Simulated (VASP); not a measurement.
Given:

```yaml
crystal:
  lattice:
    - [0.00000, 2.79308, 2.79308]
    - [2.79308, 0.00000, 2.79308]
    - [2.79308, 2.79308, 0.00000]
  atoms:
    - { symbol: Ag, position: [0.00000, 0.00000, 0.00000] }
    - { symbol: Br, position: [0.50000, 0.50000, 0.50000] }
```

Method: LDA (Ceperley-Alder, Perdew-Zunger), VASP's LDA PAW potentials (set 64) (plane waves; VASP 6.6.1). Run with 520 eV cut-off, Gaussian smearing of 0.050 eV, potentials Ag Br.

Predict the band gap (along the path) with the smallest direct gap where there is one.

The band gap (along the path) comes out as 0.42 eV. The smallest direct gap (along the path) comes out as 2.65 eV.

Total energies compare only between runs with the same potentials, cut-off and functional.

The compound is AgBr in the rock salt structure. It was relaxed first, which changed the volume by -9 %.
